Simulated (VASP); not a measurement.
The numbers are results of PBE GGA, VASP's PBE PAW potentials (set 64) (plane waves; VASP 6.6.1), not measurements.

VASP input:

File POSCAR:
```
K4Br3Cl
1
    6.6321490967     0.0000000000     0.0000000000
    0.0000000000     6.6321490967     0.0000000000
    0.0000000000     0.0000000000     6.6321490967
K Cl Br
4 1 3
Direct
  0.0000000000   0.0000000000   0.0000000000
  0.5000000000   0.5000000000   0.0000000000
  0.5000000000   0.0000000000   0.5000000000
  0.0000000000   0.5000000000   0.5000000000
  0.5000000000   0.5000000000   0.5000000000
  0.0000000000   0.0000000000   0.5000000000
  0.0000000000   0.5000000000   0.0000000000
  0.5000000000   0.0000000000   0.0000000000
```

INCAR:
```
! general
SYSTEM   =  K4Br3Cl
PREC     =  Accurate
ENCUT    =  400   ! plane-wave cut-off (eV)
LREAL    =  .False.
LASPH    =  .True.   ! aspherical one-centre terms

! electronic loop
EDIFF    =  1E-6   ! SCF stop (eV)
NELM     =  100   ! most electronic steps
ALGO     =  Normal
LMAXMIX  =  4   ! l cut-off of mixed one-centre charges

! smearing
ISMEAR   =  0   ! Gaussian
SIGMA    =  0.05

! functional
GGA      =  PE

! output
LWAVE    =  .False.
LCHARG   =  .True.
```

File KPOINTS:
```
Automatic mesh
0
Gamma
3 3 3
0 0 0
```

POTCAR, in this order: K_sv Cl Br (PBE.64 set). Program: vasp_std.

What VASP printed:

### OSZICAR
```
       N       E                     dE             d eps       ncg     rms          rms(c)
DAV:   1     0.455219898187E+03    0.45522E+03   -0.24581E+04   304   0.119E+03
DAV:   2     0.143506640593E+02   -0.44087E+03   -0.42676E+03   390   0.323E+02
DAV:   3    -0.251437823550E+02   -0.39494E+02   -0.39400E+02   416   0.890E+01
DAV:   4    -0.262462980720E+02   -0.11025E+01   -0.11007E+01   432   0.157E+01
DAV:   5    -0.263084090690E+02   -0.62111E-01   -0.62103E-01   474   0.245E+00    0.598E+00
DAV:   6    -0.254353725638E+02    0.87304E+00   -0.18150E+00   352   0.400E+00    0.440E+00
DAV:   7    -0.253797517185E+02    0.55621E-01   -0.78438E-01   380   0.285E+00    0.241E+00
DAV:   8    -0.254254886799E+02   -0.45737E-01   -0.11186E-01   364   0.155E+00    0.416E-01
DAV:   9    -0.254266046180E+02   -0.11159E-02   -0.90929E-03   416   0.339E-01    0.199E-01
DAV:  10    -0.254299493495E+02   -0.33447E-02   -0.42935E-03   350   0.278E-01    0.739E-02
DAV:  11    -0.254301414135E+02   -0.19206E-03   -0.39285E-04   362   0.787E-02    0.333E-02
DAV:  12    -0.254301531008E+02   -0.11687E-04   -0.66778E-05   354   0.302E-02    0.865E-03
DAV:  13    -0.254301680776E+02   -0.14977E-04   -0.24261E-05   314   0.200E-02    0.542E-03
DAV:  14    -0.254301703421E+02   -0.22645E-05   -0.43886E-06   284   0.106E-02    0.600E-03
DAV:  15    -0.254301702224E+02    0.11969E-06   -0.50974E-07   224   0.486E-03
   1 F= -.25430170E+02 E0= -.25430170E+02  d E =-.788329E-15
```

### OUTCAR
```
------------------------ aborting loop because EDIFF is reached ----------------------------------------
  FORCE on cell =-STRESS in cart. coord.  units (eV):
  Direction    XX          YY          ZZ          XY          YZ          ZX
  --------------------------------------------------------------------------------------
  Total        0.0340751      0.0340751      0.0340751     -0.0000000      0.0000000      0.0000000
  in kB        0.1871478      0.1871478      0.1871478     -0.0000000      0.0000000      0.0000000
  external PRESSURE =       0.1871478 kB  Pullay stress =       0.0000000 kB
  volume of cell :      291.72
      direct lattice vectors                 reciprocal lattice vectors
     6.632149097  0.000000000  0.000000000     0.150780687  0.000000000  0.000000000
     0.000000000  6.632149097  0.000000000     0.000000000  0.150780687  0.000000000
     0.000000000  0.000000000  6.632149097     0.000000000  0.000000000  0.150780687
 POSITION                                       TOTAL-FORCE (eV/Angst)
 -----------------------------------------------------------------------------------
      0.00000      0.00000      0.00000         0.000000      0.000000      0.000000
      3.31607      3.31607      0.00000         0.000000      0.000000      0.000000
      3.31607      0.00000      3.31607         0.000000      0.000000      0.000000
      0.00000      3.31607      3.31607         0.000000      0.000000      0.000000
      3.31607      3.31607      3.31607         0.000000      0.000000      0.000000
      0.00000      0.00000      3.31607         0.000000      0.000000      0.000000
      0.00000      3.31607      0.00000         0.000000      0.000000      0.000000
      3.31607      0.00000      0.00000         0.000000      0.000000      0.000000
 -----------------------------------------------------------------------------------
    total drift:                                0.000000      0.000000      0.000000
  FREE ENERGIE OF THE ION-ELECTRON SYSTEM (eV)
  ---------------------------------------------------
  free  energy   TOTEN  =       -25.4301702224 eV

  energy  without entropy=      -25.4301702224  energy(sigma->0) =      -25.43017022
```
(Selected blocks of OUTCAR.)

File OUTCAR:
```
 val. band max:       -1.9365016833   @ k =   0.0000   0.0000   0.0000

 cond. band min:       2.5209169864   @ k =   0.0000   0.0000   0.0000


 Fermi energy:        -1.6671910164

 k-point     1 :       0.0000    0.0000    0.0000
  band No.  band energies     occupation
      1     -29.7094      2.00000
      2     -29.7034      2.00000
      3     -29.7034      2.00000
      4     -29.7015      2.00000
      5     -14.1545      2.00000
      6     -14.0751      2.00000
      7     -14.0751      2.00000
      8     -14.0116      2.00000
      9     -13.2642      2.00000
     10     -13.2642      2.00000
     11     -13.2642      2.00000
     12     -13.2200      2.00000
     13     -13.2200      2.00000
     14     -13.2200      2.00000
     15     -13.2067      2.00000
     16     -13.2067      2.00000
     17     -13.2067      2.00000
     18     -13.1770      2.00000
     19     -13.1770      2.00000
     20     -13.1770      2.00000
     21      -2.6796      2.00000
     22      -2.6796      2.00000
     23      -2.6796      2.00000
     24      -2.2464      2.00000
     25      -2.2464      2.00000
     26      -2.2464      2.00000
     27      -2.1726      2.00000
     28      -2.1726      2.00000
     29      -2.1726      2.00000
     30      -1.9365      2.00000
     31      -1.9365      2.00000
     32      -1.9365      2.00000
     33       2.5209      0.00000
     34       4.1034      0.00000
     35       4.1034      0.00000
     36       4.1034      0.00000
     37       5.2450      0.00000
     38       5.3586      0.00000

 k-point     2 :       0.3333    0.0000    0.0000
  band No.  band energies     occupation
      1     -29.7078      2.00000
      2     -29.7047      2.00000
      3     -29.7034      2.00000
      4     -29.7018      2.00000
      5     -14.2043      2.00000
      6     -14.1666      2.00000
      7     -14.1484      2.00000
      8     -14.0726      2.00000
      9     -13.2523      2.00000
     10     -13.2523      2.00000
...
```

The structure was generated: K4Br3Cl was put into an ordered model structure (Pm-3m), which need not be its known phase. It was relaxed first, which changed the volume by +5 %.
